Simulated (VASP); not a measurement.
Method: AM05 GGA, VASP's PBE PAW potentials (set 64) (plane waves; VASP 6.6.1).

A VASP calculation is set up with these files.

### POSCAR
```
AuZn
1
    3.1500000000     0.0000000000     0.0000000000
    0.0000000000     3.1500000000     0.0000000000
    0.0000000000     0.0000000000     3.1500000000
Zn Au
1 1
Direct
  0.5000000000   0.5000000000   0.5000000000
  0.0000000000   0.0000000000   0.0000000000
```

**KPOINTS**
```
Automatic mesh
0
gamma
10 10 10
```

### INCAR
```
NSW  =  60
ALGO  =  Normal   ! blocked Davidson
PREC  =  Accurate
LMAXMIX  =  6   ! l cut-off of mixed one-centre charges
IBRION  =  2
ISMEAR  =  1   ! Methfessel-Paxton
EDIFFG  =  -0.01
SIGMA  =  0.1   ! width (eV)
ISIF  =  3
ENCUT  =  520   ! plane-wave cut-off (eV)
EDIFF  =  1E-6
LCHARG  =  .False.
LWAVE  =  .False.
LASPH  =  .True.
NELM  =  100
GGA  =  AM
SYSTEM  =  AuZn
LREAL  =  .False.   ! projection in real space or not
```

POTCAR, in this order: Zn Au (PBE.64 set). Program: vasp_std.

Energy and stress use the plane-wave basis of the starting cell. Unless said otherwise, spin-orbit coupling is left out, though it shifts the bands of the heavy elements here.

Question: Predict the energy per atom (σ→0), volume per atom, band gap (on the k-mesh).

Answer: 
```yaml
energy per atom (σ→0): -2.711 eV/atom
band gap (on the k-mesh): none (metal, semimetal or under 0.01 eV)
volume_per_atom: 15.27 Å^3/atom
```

### OSZICAR
```
...
DAV:   2    -0.543385716309E+01    0.13498E+00   -0.42748E-01  1946   0.146E+01    0.955E-01
DAV:   3    -0.542490424207E+01    0.89529E-02   -0.18012E-02  1764   0.146E+00    0.623E-01
DAV:   4    -0.542221127885E+01    0.26930E-02   -0.18760E-03  2499   0.121E+00    0.166E-01
DAV:   5    -0.542188893432E+01    0.32234E-03   -0.47695E-04  1861   0.266E-01    0.192E-02
DAV:   6    -0.542189052847E+01   -0.15941E-05   -0.26190E-05  1757   0.617E-02    0.953E-03
DAV:   7    -0.542189158004E+01   -0.10516E-05   -0.20071E-06  1214   0.762E-02    0.254E-03
DAV:   8    -0.542189160222E+01   -0.22182E-07   -0.13600E-06   868   0.236E-02
   3 F= -.54218916E+01 E0= -.54217457E+01  d E =-.736798E-02
```

The compound is AuZn in the CsCl type structure. This run relaxes it. Symmetry was kept, so distortions that lower it aren't found. The electron count is odd and the run is not spin-polarised, which forces a metal.
